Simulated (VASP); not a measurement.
# InP (zinc blende): computed properties

All values below come from r2SCAN meta-GGA, VASP's PBE PAW potentials (set 64) (plane waves; VASP 6.6.1).

```
Item                                                                             Result
---------------------------------------------  ----------------------------------------
space group                                                                 F-43m (216)
cell                                           a = b = c = 5.9030 Å, α = β = γ = 90.00°
volume per atom                                                           25.71 Å³/atom
band gap (over mesh and band path)                                              1.04 eV
smallest direct gap (over mesh and band path)                                   1.04 eV
band-edge character                                                      direct, Γ to Γ
density                                                                      4.71 g/cm³
mean ε∞ (independent particles)                                                    9.69
```

Space group F-43m (No. 216); a = 5.903 Å, b = 5.903 Å, c = 5.903 Å, α = 90.00°, β = 90.00°, γ = 90.00°

```tsv
atom	site	symmetry	x	y	z
In	4a	-43m	0.0000	0.0000	0.0000
P	4d	-43m	0.7500	0.7500	0.7500
```
(The calculation used a cell of 2 atoms; values per cell refer to that cell.)

Measured: gap 1.47 eV (computed value off by -0.43 eV), as given by Wei Chen et al., Physical Review Materials (2018), doi:10.1103/physrevmaterials.2.073803 [zero-point renormalisation of 0.05 eV added back (the table's ZPR column)]; a 5.858 Å at 0 K (computed value off by +0.8 %), as given by Daniel Mejia-Rodriguez et al., Physical Review B (2018), arXiv:1807.09216 [static lattice: zero-point anharmonic expansion removed]. Unless said otherwise, spin-orbit coupling is left out, though it shifts the bands of the heavy elements here.

The compound is InP in the zinc blende structure. It was relaxed first. Symmetry was kept, so distortions that lower it aren't found.
